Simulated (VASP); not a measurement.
Output of a VASP run:

**OUTCAR**
```
 ion  position               nearest neighbor table
   1  0.667  0.333  0.500-   4 1.94   4 1.94   4 1.94   3 1.95
   2  0.333  0.667  0.000-   3 1.94   3 1.94   3 1.94   4 1.95
   3  0.667  0.333  0.877-   2 1.94   2 1.94   2 1.94   1 1.95
   4  0.333  0.667  0.377-   1 1.94   1 1.94   1 1.94   2 1.95
  LATTYP: Found a hexagonal cell.
 ALAT       =     3.1824438557
 C/A-ratio  =     1.6277121127
 Subroutine PRICEL returns:
 Original cell was already a primitive cell.
 Subroutine GETGRP returns: Found 12 space group operations
The static configuration has the point symmetry C_3v.
 The point group associated with its full space group is C_6v.
The dynamic configuration has the point symmetry C_3v.
 Subroutine INISYM returns: Found 12 space group operations
 Subroutine IBZKPT returns following result:
 Found     24 irreducible k-points:

 Following reciprocal coordinates:
            Coordinates               Weight
  0.000000  0.000000  0.000000      1.000000
  0.142857 -0.000000  0.000000      6.000000
  0.285714 -0.000000  0.000000      6.000000
  0.428571 -0.000000  0.000000      6.000000
  0.142857  0.142857  0.000000      6.000000
  0.285714  0.142857  0.000000     12.000000
  0.428571  0.142857  0.000000      6.000000
  0.285714  0.285714  0.000000      6.000000
  0.000000  0.000000  0.250000      2.000000
  0.142857 -0.000000  0.250000     12.000000
  0.285714 -0.000000  0.250000     12.000000
  0.428571 -0.000000  0.250000     12.000000
  0.142857  0.142857  0.250000     12.000000
  0.285714  0.142857  0.250000     24.000000
  0.428571  0.142857  0.250000     12.000000
  0.285714  0.285714  0.250000     12.000000
  0.000000  0.000000  0.500000      1.000000
  0.142857 -0.000000  0.500000      6.000000
  0.285714 -0.000000  0.500000      6.000000
  0.428571 -0.000000  0.500000      6.000000
  0.142857  0.142857  0.500000      6.000000
  0.285714  0.142857  0.500000     12.000000
  0.428571  0.142857  0.500000      6.000000
  0.285714  0.285714  0.500000      6.000000
   k-points           NKPTS =     24   k-points in BZ     NKDIM =     24   number of bands    NBANDS=     22
   number of dos      NEDOS =    301   number of ions     NIONS =      4
   total plane-waves  NPLWV =  23040
   dimension x,y,z NGX =    24 NGY =   24 NGZ =   40
   dimension x,y,z NGXF=    48 NGYF=   48 NGZF=   80
   ions per type =               2   2
   PREC   = accura    normal or accurate (medium, high low for compatibility)
   ISTART =      0    job   : 0-new  1-cont  2-samecut
   ICHARG =      2    charge: 1-file 2-atom 10-const
   ISPIN  =      1    spin polarized calculation?
   LNONCOLLINEAR =      F non collinear calculations
   LSORBIT =      F    spin-orbit coupling
   INIWAV =      1    electr: 0-lowe 1-rand  2-diag
   ENCUT  =  520.0 eV  38.22 Ry    6.18 a.u.   5.92  5.92  9.63*2*pi/ulx,y,z
   NELM   =    100;   NELMIN=  2; NELMDL= -5     # of ELM steps
   EDIFF  = 0.1E-05   stopping-criterion for ELM
   LREAL  =      F    real-space projection
   NLSPLINE    = F    spline interpolate recip. space projectors
   LMAXMIX     =    4 max onsite mixed and CHGCAR
   VOSKOWN=      0    Vosko Wilk Nusair interpolation
   EDIFFG = -.2E-01   stopping-criterion for IOM
   NSW    =     60    number of steps for IOM
   NBLOCK =      1;   KBLOCK =     60    inner block; outer block
   IBRION =      2    ionic relax: 0-MD 1-quasi-New 2-CG
   NFREE  =      1    steps in history (QN), initial steepest desc. (CG)
   ISIF   =      3    stress and relaxation
   ISYM   =      2    0-nonsym 1-usesym 2-fastsym
   TEIN   =    0.0    initial temperature
   TEBEG  =    0.0;   TEEND  =   0.0 temperature during run
   SMASS  =  -3.00    Nose mass-parameter (am)
   PSTRESS=    0.0 pullay stress
   NELECT =      36.0000    total number of electrons
   EFERMI =   0.00;   METHOD = LEGACY
   ISMEAR =     0;   SIGMA  =   0.05  broadening in eV -4-tet -1-fermi 0-gaus
   IALGO  =     38    algorithm
   LDIAG  =      T    sub-space diagonalisation (order eigenvalues)
...
```

**OSZICAR**
```
...
DAV:  13    -0.438171793522E+02   -0.48513E-02   -0.53198E-03  1668   0.112E+00    0.161E-01
DAV:  14    -0.438178720992E+02   -0.69275E-03   -0.48434E-03  1328   0.823E-01    0.373E-01
DAV:  15    -0.438186770130E+02   -0.80491E-03   -0.12246E-03  1466   0.756E-01    0.235E-01
DAV:  16    -0.438196077197E+02   -0.93071E-03   -0.12744E-03  1620   0.446E-01    0.918E-02
DAV:  17    -0.438195233705E+02    0.84349E-04   -0.18604E-04  1536   0.125E-01    0.252E-02
DAV:  18    -0.438195314012E+02   -0.80308E-05   -0.24001E-05  1938   0.854E-02    0.660E-03
DAV:  19    -0.438195183288E+02    0.13072E-04   -0.99870E-06  1634   0.476E-02    0.495E-03
DAV:  20    -0.438195336950E+02   -0.15366E-04   -0.45879E-06  1052   0.227E-02    0.588E-03
DAV:  21    -0.438195269984E+02    0.66966E-05   -0.34542E-07   558   0.593E-03    0.103E-02
DAV:  22    -0.438195384981E+02   -0.11500E-04   -0.47277E-07   558   0.128E-02    0.479E-03
DAV:  23    -0.438195341298E+02    0.43683E-05   -0.10713E-06   604   0.102E-02    0.931E-04
DAV:  24    -0.438195344903E+02   -0.36053E-06   -0.40826E-07   528   0.757E-03
   1 F= -.43819534E+02 E0= -.43819534E+02  d E =-.438195E+02
       N       E                     dE             d eps       ncg     rms          rms(c)
DAV:   1    -0.438689733698E+02   -0.49439E-01   -0.76367E-01  1302   0.206E+01    0.138E+00
DAV:   2    -0.438318095621E+02    0.37164E-01   -0.91872E-02  1522   0.752E+00    0.682E-01
DAV:   3    -0.438173138750E+02    0.14496E-01   -0.23952E-02  1622   0.399E+00    0.120E-01
DAV:   4    -0.438195138801E+02   -0.22000E-02   -0.46911E-03  1070   0.642E-01    0.119E-01
DAV:   5    -0.438192726457E+02    0.24123E-03   -0.16557E-04  1512   0.128E-01    0.908E-02
DAV:   6    -0.438189513994E+02    0.32125E-03   -0.48828E-04  1292   0.278E-01    0.804E-03
DAV:   7    -0.438191296132E+02   -0.17821E-03   -0.56502E-05  1062   0.712E-02    0.274E-03
DAV:   8    -0.438191311801E+02   -0.15669E-05   -0.19806E-06  1062   0.192E-02    0.204E-03
DAV:   9    -0.438191522920E+02   -0.21112E-04   -0.36890E-06  1024   0.225E-02    0.116E-03
DAV:  10    -0.438191456540E+02    0.66380E-05   -0.64459E-07   672   0.129E-02    0.804E-04
DAV:  11    -0.438191490968E+02   -0.34428E-05   -0.11058E-07   528   0.588E-03    0.577E-04
DAV:  12    -0.438191481685E+02    0.92826E-06   -0.29796E-08   528   0.273E-03
   2 F= -.43819148E+02 E0= -.43819148E+02  d E =0.386322E-03
       N       E                     dE             d eps       ncg     rms          rms(c)
DAV:   1    -0.438355771216E+02   -0.16428E-01   -0.22472E-01  1290   0.110E+01    0.758E-01
DAV:   2    -0.438244431541E+02    0.11134E-01   -0.28338E-02  1538   0.415E+00    0.372E-01
DAV:   3    -0.438203033900E+02    0.41398E-02   -0.67584E-03  1668   0.207E+00    0.681E-02
DAV:   4    -0.438208440867E+02   -0.54070E-03   -0.12443E-03  1070   0.335E-01    0.605E-02
DAV:   5    -0.438207302575E+02    0.11383E-03   -0.57208E-05  1482   0.744E-02    0.416E-02
DAV:   6    -0.438206713339E+02    0.58924E-04   -0.11955E-04  1318   0.128E-01    0.431E-03
DAV:   7    -0.438206916333E+02   -0.20299E-04   -0.14005E-05  1086   0.373E-02    0.331E-03
DAV:   8    -0.438206928098E+02   -0.11765E-05   -0.36102E-07   804   0.817E-03    0.185E-03
DAV:   9    -0.438206842890E+02    0.85208E-05   -0.82206E-07   642   0.122E-02    0.390E-04
DAV:  10    -0.438206878913E+02   -0.36023E-05   -0.20138E-07   528   0.841E-03    0.104E-04
DAV:  11    -0.438206874924E+02    0.39891E-06   -0.56330E-08   528   0.298E-03
   3 F= -.43820687E+02 E0= -.43820687E+02  d E =-.115300E-02
```

### OUTCAR
```
------------------------ aborting loop because EDIFF is reached ----------------------------------------
  FORCE on cell =-STRESS in cart. coord.  units (eV):
  Direction    XX          YY          ZZ          XY          YZ          ZX
  --------------------------------------------------------------------------------------
  Total        0.0073463      0.0073463      0.0304412      0.0000000      0.0000000      0.0000000
  in kB        0.2574398      0.2574398      1.0667679      0.0000000      0.0000000      0.0000000
  external PRESSURE =       0.5272158 kB  Pullay stress =       0.0000000 kB
  volume of cell :       45.72
      direct lattice vectors                 reciprocal lattice vectors
     1.594574249 -2.761883577  0.000000000     0.313563323 -0.181035871  0.000000000
     1.594574249  2.761883577 -0.000000000     0.313563323  0.181035871  0.000000000
     0.000000000  0.000000000  5.190656363     0.000000000  0.000000000  0.192653863
  FREE ENERGIE OF THE ION-ELECTRON SYSTEM (eV)
  ---------------------------------------------------
  free  energy   TOTEN  =       -43.8206874924 eV

  energy  without entropy=      -43.8206874924  energy(sigma->0) =      -43.82068749

 reached required accuracy - stopping structural energy minimisation
```
(Selected blocks of OUTCAR.)

POSCAR:
```
GaN
1
    1.5912219442    -2.7560772157     0.0000000000
    1.5912219442     2.7560772157     0.0000000000
    0.0000000000     0.0000000000     5.1801024119
Ga N
2 2
Direct
  0.6666670000   0.3333330000   0.5000334008
  0.3333330000   0.6666670000   0.0000334008
  0.6666670000   0.3333330000   0.8769665992
  0.3333330000   0.6666670000   0.3769665992
```

Question: Write an INCAR and KPOINTS that could have produced this output.

Answer: This is not unique; one that fits is the input of the run itself, r2SCAN meta-GGA, plane waves, VASP's PBE PAW potentials (set 64).

**INCAR**
```
! general
SYSTEM =GaN
PREC   =Accurate
ENCUT  =520
LREAL  =F   ! projection in real space or not
LASPH  =T   ! aspherical one-centre terms

! electronic loop
EDIFF  =1E-6   ! SCF stop (eV)
NELM   =100
ALGO   =Normal
LMAXMIX=4
LMIXTAU=T

! smearing
ISMEAR =0   ! Gaussian
SIGMA  =0.05   ! width (eV)

! functional
METAGGA=R2SCAN

! ions
IBRION =2   ! conjugate gradients
NSW    =60   ! most ionic steps
ISIF   =3   ! ions, shape and volume
EDIFFG =-0.02

! output
LWAVE  =F
LCHARG =F
```

File KPOINTS:
```
Regular mesh
0
gamma
  7 7 4
```

POTCAR, in this order: Ga_d N (PBE.64 set). Program: vasp_std.

The compound is GaN in the wurtzite structure. This run relaxes it. Symmetry was kept, so distortions that lower it aren't found. The start is the result of an earlier pass.
